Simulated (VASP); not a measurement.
# Rb2SbF6 (P1) in VASP: single point with r2SCAN

Aim: the single point of Rb2SbF6 with r2SCAN.

All numbers are computed with VASP 6.6.1; they aren't measurements. Logs are shortened: lines on timing, memory, paths and dates and some standing lists are left out, and cuts for length are marked.

### Step 1. The crystal as given

The typed cell holds 9 atoms: a = 6.077 Å, b = 6.025 Å, c = 4.930 Å, α = 88.50°, β = 91.76°, γ = 118.62°.

The cell was built by a generator and needn't be a form met in nature.

### Step 2. Single point, r2SCAN

File POSCAR:

```
Rb2SbF6
1.0
    6.0757391700      0.0884966700     -0.0930884700
   -2.9612297600      5.2459239800      0.0791942200
   -0.0766144400      0.0310284800      4.9289642900
Rb F Sb
2 6 1
Direct
    0.3215030000      0.6613510000      0.6931470000
    0.6707590000      0.3454400000      0.3103550000
    0.1368570000      0.8500660000      0.2122290000
    0.1405030000      0.3013470000      0.2068070000
    0.7333800000      0.8594190000      0.2214340000
    0.8473370000      0.1444340000      0.7998900000
    0.2918700000      0.1324260000      0.7677040000
    0.8636140000      0.7028920000      0.7941240000
    0.9864030000      0.0104130000      0.0085210000
```

File INCAR.step1:

```
SYSTEM = Rb2SbF6
  PREC = Accurate
  ENCUT = 520
  ISMEAR = 0
  SIGMA = 0.0845
  LREAL = .FALSE.
  LASPH = .TRUE.
  NELM = 100
  NBANDS = 42
  GGA = PE
  ALGO = Normal
  EDIFF = 1E-4
  LWAVE = .TRUE.
  LCHARG = .FALSE.
```

File INCAR.step2:

```
SYSTEM = Rb2SbF6
  PREC = Accurate
  ENCUT = 520
  EDIFF = 1E-7
  ISMEAR = 0
  SIGMA = 0.0845
  LREAL = .FALSE.
  LASPH = .TRUE.
  NELM = 100
  ALGO = Normal
  ISIF = 2
  LWAVE = .FALSE.
  LCHARG = .TRUE.
  METAGGA = R2SCAN
  LMIXTAU = .TRUE.
  LELF = .TRUE.
  LVHAR = .TRUE.
  NBANDS = 42
  ISTART = 1
```

File KPOINTS:

```
regular mesh
0
G
  4 4 4
  0 0 0
```

Potentials or basis: VASP PAW PBE potentials, release 64 (Rb_sv, F, Sb).

Run with:

```
> cat potpaw_PBE.64/Rb_sv/POTCAR potpaw_PBE.64/F/POTCAR potpaw_PBE.64/Sb/POTCAR > POTCAR
> cp INCAR.step1 INCAR
> mpirun -np 1 vasp_std > vasp.out
> cp INCAR.step2 INCAR
> mpirun -np 1 vasp_std > vasp.out
```

OUTCAR:

```text
SYSTEM = Rb2SbF6
   PREC = Accurate
   ENCUT = 520
   EDIFF = 1E-7
   ISMEAR = 0
   LREAL = .FALSE.
   LASPH = .TRUE.
   NELM = 100
   ISIF = 2
   METAGGA = R2SCAN
   ISTART = 1

 ion  position               nearest neighbor table
   1  0.322  0.661  0.693-   7 2.96   8 2.97   3 3.01   4 3.08   6 3.11   7 3.12   4 3.15   6 3.17
                             8 3.21   5 3.23   3 3.26   5 3.37   9 3.76   9 3.85   2 3.92   9 3.93
   2  0.671  0.345  0.310-   5 2.96   3 3.04   4 3.05   7 3.06   6 3.06   8 3.06   4 3.13   8 3.16
                             5 3.17   3 3.22   6 3.24   7 3.33   9 3.74   9 3.80   9 3.91   1 3.92
   3  0.137  0.850  0.212-   9 1.88   1 3.01   2 3.04   2 3.22   1 3.26
   4  0.141  0.301  0.207-   9 1.83   2 3.05   1 3.08   2 3.13   1 3.15
   5  0.733  0.859  0.221-   9 1.73   2 2.96   2 3.17   1 3.23   1 3.37
   6  0.847  0.144  0.800-   9 1.73   2 3.06   1 3.11   1 3.17   2 3.24
   7  0.292  0.132  0.768-   9 2.04   1 2.96   2 3.06   1 3.12   2 3.33
   8  0.864  0.703  0.794-   9 1.96   1 2.97   2 3.06   2 3.16   1 3.21
   9  0.986  0.010  0.009-   6 1.73   5 1.73   4 1.83   3 1.88   8 1.96   7 2.04   2 3.74   1 3.76
                             2 3.80   1 3.85   2 3.91   1 3.93   2 4.75

  LATTYP: Found a triclinic cell.
 ALAT       =     6.0770966411
 B/A-ratio  =     1.0164536635
 C/A-ratio  =     0.8111862676
 COS(alpha) =     0.0046495041
 COS(beta)  =     0.0307621689
 COS(gamma) =     0.5167011639

  Lattice vectors:

 A1 = (  -6.0757391700,  -0.0884966700,   0.0930884700)
 A2 = (  -3.1145094100,  -5.3344206500,   0.0138942500)
 A3 = (  -0.0766144400,   0.0310284800,   4.9289642900)

Analysis of symmetry for initial positions (statically):
=====================================================================
 Subroutine PRICEL returns:
 Original cell was already a primitive cell.

 Routine SETGRP: Setting up the symmetry group for a
 triclinic supercell.

 Subroutine GETGRP returns: Found  1 space group operations
 (whereof  1 operations were pure point group operations)
 out of a pool of  2 trial point group operations.

The static configuration has the point symmetry C_1 .

Analysis of symmetry for dynamics (positions and initial velocities):
=====================================================================
 Subroutine PRICEL returns:
 Original cell was already a primitive cell.

 Routine SETGRP: Setting up the symmetry group for a
 triclinic supercell.

 Subroutine GETGRP returns: Found  1 space group operations
 (whereof  1 operations were pure point group operations)
 out of a pool of  2 trial point group operations.

[... 119 lines left out ...]
   NFREE  =      0    steps in history (QN), initial steepest desc. (CG)
   ISIF   =      2    stress and relaxation
   ISYM   =      2    0-nonsym 1-usesym 2-fastsym
   POTIM  = 0.5000    time-step for ionic-motion
   TEBEG  =    0.0;   TEEND  =   0.0 temperature during run
   PSTRESS=    0.0 pullay stress
   NELECT =      65.0000    total number of electrons
   NUPDOWN=      -1.0000    fix difference up-down
   EMIN   =  10.00;   EMAX   =-10.00  energy-range for DOS
   EFERMI =   0.00;   METHOD = LEGACY
   ISMEAR =     0;   SIGMA  =   0.08  broadening in eV -4-tet -1-fermi 0-gaus
   EFERMI_NEDOS =   21; number of points for ismear=-14 and -15
   IALGO  =     38    algorithm
   IMIX   =      4    mixing-type and parameters
     AMIX     =   0.40;   BMIX     =  1.00
     AMIX_MAG =   1.60;   BMIX_MAG =  1.00
  volume/ion in A,a.u.               =      17.59       118.73
  Fermi-wavevector in a.u.,A,eV,Ry     =   1.216678  2.299187 20.140761  1.480304
  Thomas-Fermi vector in A             =   2.352023
   LORBIT       =      0    0 simple, 1 ext, 2 COOP (PROOUT), +10 PAW based schemes
   METAGGA = R2SCAN    functional components
   LHFCALC =     F    Hartree Fock is set to
   AEXX    =    0.0000 exact exchange contribution
   IVDW    =     0    specifies the selected vdW correction
   LEPSILON=     F    determine dielectric tensor
   LRPA    =     F    only Hartree local field effects (RPA)
 non-spin polarized calculation
 Gauss-broadening in eV      SIGMA  =   0.08
  energy-cutoff  :      520.00
  volume of cell :      158.35
 maximum number of plane-waves:      4290
 NGX is ok and might be reduce to    48
   NGX = 23   NGY = 23   NGZ = 19

 number of electron      64.9999996 magnetization

 Free energy of the ion-electron system (eV)
  ---------------------------------------------------
  ext. energy  EPLUGINS =         0.00000000
  ---------------------------------------------------
  free energy    TOTEN  =       -93.49332731 eV

  energy without entropy =      -93.48321451  energy(sigma->0) =      -93.48827091

 E-fermi :   4.8815     XC(G=0):  -9.1473

 val. band max:        4.8742374080   @ k =   0.5000   0.5000  -0.0000
 cond. band min:       4.9314862968   @ k =   0.5000  -0.0000   0.2500
 fundamental gap:      0.0572488888
 Fermi energy:         4.8814724232

 k-point     1 :       0.0000    0.0000    0.0000
  band No.  band energies     occupation
      1     -26.2200      2.00000
      2     -25.5499      2.00000
      3     -25.5250      2.00000
      4     -25.1682      2.00000
      5     -24.4854      2.00000
      6     -23.7983      2.00000
[... 1069 lines left out ...]
     41      10.2661      0.00000
     42      10.4016      0.00000

 [... further k-points ...]
[... 5 lines left out ...]
  --------------------------------------------------------------------------------------
  -------------------------------------------------------------------------------------
  Total       20.5193247     16.5428774     17.4776756     -1.4207772     -4.5312848      3.3732603
  in kB      207.6166813    167.3825694    176.8409565    -14.3755729    -45.8480150     34.1310022
  external PRESSURE =     183.9467357 kB  Pullay stress =       0.0000000 kB

 VOLUME and BASIS-vectors are now :
 -----------------------------------------------------------------------------
  energy-cutoff  :      520.00
  volume of cell :      158.35
      direct lattice vectors                 reciprocal lattice vectors
     6.075739170  0.088496670 -0.093088470     0.163276991  0.092137368  0.001957915
    -2.961229760  5.245923980  0.079194220    -0.002772921  0.189077543 -0.001233370
    -0.076614440  0.031028480  4.928964290     0.003128204 -0.001297823  0.202939173

 POSITION                                       TOTAL-FORCE (eV/Angst)
 -----------------------------------------------------------------------------------
     -0.05815      3.51936      3.43894        -0.121531      0.115113     -0.004569
      3.02865      1.88114      1.49465        -0.201047     -0.024876      0.051039
     -1.70199      4.47808      1.10065         2.988644     -1.556985      2.229767
     -0.05454      1.59969      1.03013         0.052867      4.092993      2.698811
      1.89392      4.58022      1.09123        -6.130065     -3.985224      5.313416
      4.65921      0.85750      3.87519        -7.285390      3.756439     -5.659749
      1.32236      0.74435      3.76730         0.887025      0.736769     -0.559870
      3.10483      3.78839      3.88948        -0.360774     -1.817059     -1.080316
      5.96164      0.14218     -0.04900        10.170271     -1.317169     -2.988529
 -----------------------------------------------------------------------------------
    total drift:                                0.000285      0.000008     -0.000411

  FREE ENERGIE OF THE ION-ELECTRON SYSTEM (eV)
  ---------------------------------------------------
  free  energy   TOTEN  =       -93.4933273068 eV

  energy  without entropy=      -93.4832145117  energy(sigma->0) =      -93.48827091
```

OUTCAR.step1:

```text
SYSTEM = Rb2SbF6
   PREC = Accurate
   ENCUT = 520
   ISMEAR = 0
   LREAL = .FALSE.
   LASPH = .TRUE.
   NELM = 100
[... 1337 lines left out ...]
      1.32236      0.74435      3.76730         1.070732      0.828244     -0.703852
      3.10483      3.78839      3.88948        -0.324425     -2.096653     -1.279992
      5.96164      0.14218     -0.04900        10.321769     -1.271801     -3.082341
 -----------------------------------------------------------------------------------
    total drift:                               -0.003671      0.000506      0.000048

  FREE ENERGIE OF THE ION-ELECTRON SYSTEM (eV)
  ---------------------------------------------------
  free  energy   TOTEN  =       -36.1544079806 eV

  energy  without entropy=      -36.1440937403  energy(sigma->0) =      -36.14925086
```

OSZICAR.step1:

```text
N       E                     dE             d eps       ncg     rms          rms(c)
DAV:   1     0.516009789275E+03    0.51601E+03   -0.33410E+04  3024   0.142E+03
DAV:   2    -0.257243018611E+01   -0.51858E+03   -0.50679E+03  3890   0.338E+02
DAV:   3    -0.395624529630E+02   -0.36990E+02   -0.36770E+02  3832   0.953E+01
DAV:   4    -0.409209399723E+02   -0.13585E+01   -0.13546E+01  4600   0.137E+01
DAV:   5    -0.409589008971E+02   -0.37961E-01   -0.37955E-01  3940   0.207E+00    0.179E+01
DAV:   6    -0.362015972509E+02    0.47573E+01   -0.18312E+01  3476   0.257E+01    0.887E+00
DAV:   7    -0.361952558956E+02    0.63414E-02   -0.13420E+00  3552   0.555E+00    0.388E+00
DAV:   8    -0.361576864931E+02    0.37569E-01   -0.12173E-01  3544   0.204E+00    0.103E+00
DAV:   9    -0.361532097928E+02    0.44767E-02   -0.26590E-02  3768   0.992E-01    0.174E-01
DAV:  10    -0.361540920664E+02   -0.88227E-03   -0.36194E-03  3960   0.321E-01    0.124E-01
DAV:  11    -0.361543971724E+02   -0.30511E-03   -0.60445E-04  3414   0.152E-01    0.361E-02
DAV:  12    -0.361544079806E+02   -0.10808E-04   -0.61375E-05  2240   0.561E-02
   1 F= -.36154408E+02 E0= -.36149251E+02  d E =-.103142E-01
```

Wall time 6.7 min (1 thread of Intel Xeon 6975P-C (Granite Rapids), shared host); peak memory 0.44 GiB.

What came out:

```
Free energy            : -93.4933 eV
Pressure               : 18.4 GPa
Largest force          : 10.682 eV/Å
Band gap on the k mesh : none (metal or under the smearing width)
```

Forces on the atoms (eV/Å):
```
Rb  -0.122  0.115 -0.005
Rb  -0.201 -0.025  0.051
F    2.989 -1.557  2.230
F    0.053  4.093  2.699
F   -6.130 -3.985  5.313
F   -7.285  3.756 -5.660
F    0.887  0.737 -0.560
F   -0.361 -1.817 -1.080
Sb  10.170 -1.317 -2.989
```

Stress tensor (GPa, compression positive):
```
20.76 -1.44  3.41
-1.44 16.74 -4.58
 3.41 -4.58 17.68
```

Levels at points of the mesh, in eV from the Fermi level:
```tsv
k point	band 29	band 30	band 31	band 32	band 33	band 34	band 35	band 36
(0.00, 0.00, 0.00)	-7.91	-7.47	-7.22	-7.14	-1.20	2.61	2.97	3.62
(0.50, 0.00, 0.00)	-8.05	-7.50	-7.29	-7.24	-0.10	1.70	3.26	4.01
(0.00, 0.50, 0.00)	-7.98	-7.51	-7.40	-7.21	-0.05	1.79	3.04	3.87
(0.50, 0.50, 0.00)	-8.03	-7.51	-7.31	-7.15	-0.01	1.87	2.96	3.90
(0.00, 0.00, 0.50)	-8.00	-7.53	-7.25	-7.14	-0.07	2.11	2.71	3.03
(0.50, 0.00, 0.50)	-7.97	-7.57	-7.28	-7.24	0.23	2.78	3.35	3.56
(0.00, 0.50, 0.50)	-7.96	-7.57	-7.35	-7.23	0.26	2.99	3.24	3.37
(0.50, 0.50, 0.50)	-8.03	-7.59	-7.34	-7.15	0.31	3.03	3.33	3.36
```

Caveat: so large a pressure means that the cell lies far from this level's equilibrium, or that cutoff or potentials fall short; the potentials were made for another functional, which shifts forces and pressure; an odd number of electrons without spin polarisation forces a metal; a magnetic or distorted state may lie lower. Spin-orbit coupling is left out, which matters for the levels of Sb.
